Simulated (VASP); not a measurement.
Energy against volume of KBr (rock salt). Level of theory: PBEsol GGA, VASP's PBE PAW potentials (set 64) (plane waves; VASP 6.6.1). Settings: 520 eV cut-off, 7×7×7 Γ-centred mesh, Gaussian smearing of 0.050 eV, potentials K_sv Br.

```
V (Å³/atom)  E (eV/atom)
-----------  -----------
34.208          -3.22831
35.265          -3.22997
36.323          -3.22857
37.381          -3.22463
```

Question: Fit these four points and predict the energy of the run at 33.150 Å³/atom.

Answer: A cubic in V^(−2/3), the third-order Birch-Murnaghan form, passes through the four points with V0 = 35.28 Å³/atom and B0 = 15 GPa, and gives -3.2230 eV/atom there. The run gave -3.2230 eV/atom, -0.0 meV/atom from the fit; all five points give B0 = 15 GPa.

The compound is KBr in the rock salt structure. It was relaxed first.
